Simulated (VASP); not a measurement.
VASP ran on this input.

**INCAR**
```
# general
SYSTEM =BP
PREC   =Accurate
ENCUT  =620
LREAL  =F
LASPH  =T   # aspherical one-centre terms

# electronic loop
EDIFF  =1E-6   # SCF stop (eV)
NELM   =100   # most electronic steps
ALGO   =Normal   # blocked Davidson

# smearing
ISMEAR =0
SIGMA  =0.05   # width (eV)

# functional
GGA    =PS

# ions
IBRION =2   # conjugate gradients
NSW    =40
ISIF   =3
EDIFFG =-0.02
PSTRESS=100   # kbar

# output
LWAVE  =F
LCHARG =F
```

### KPOINTS
```
Regular mesh
0
G
 8 8 4
0 0 0
```

File POSCAR:
```
BP
1
    3.1510626220     0.0000000000     0.0000000000
   -1.5755313110     2.7289000539     0.0000000000
    0.0000000000     0.0000000000     5.2258574203
B P
2 2
Direct
  0.3333330000   0.6666670000   0.0004375426
  0.6666670000   0.3333330000   0.5004375426
  0.3333330000   0.6666670000   0.3745624574
  0.6666670000   0.3333330000   0.8745624574
```

POTCAR, in this order: B P (PBE.64 set). Program: vasp_std.

Write an equivalent input for Ansatz.

One equivalent input (not run):
Ansatz 0.2 input:
```yaml
crystal:
  lattice:
    - [3.1510626, 0.0000000, 0.0000000]
    - [-1.5755313, 2.7289001, 0.0000000]
    - [0.0000000, 0.0000000, 5.2258574]
  atoms:
    - { symbol: B, position: [0.3333330, 0.6666670, 0.0004375] }
    - { symbol: B, position: [0.6666670, 0.3333330, 0.5004375] }
    - { symbol: P, position: [0.3333330, 0.6666670, 0.3745625] }
    - { symbol: P, position: [0.6666670, 0.3333330, 0.8745625] }
kpoints:
  mp_grid: { grid: [8, 8, 4] }
hamiltonian:
  xc: pbesol
  pseudopotentials: { kind: paw }
scf:
  occupations: { method: gaussian, width: 0.05 }
  max_iter: 100
relax:
  max_steps: 40
  f_tol: 0.02
  cell: { p_target: 10 }
output: { forces: true, stress: true, eigenvalues: true }
```
Limits of the translation: each code has its own PAW files, so the cut-off isn't converted (ENCUT is set for VASP's; basis.ecutwfc is left out, and Ansatz then takes the one that its files recommend); Ansatz stops its SCF on the density residual and VASP on the energy change (EDIFF).

The structure was generated: BP was put into the wurtzite type (P6_3mc), which need not be its known phase. This run relaxes it under an external pressure of 10 GPa. Symmetry was kept, so distortions that lower it aren't found.
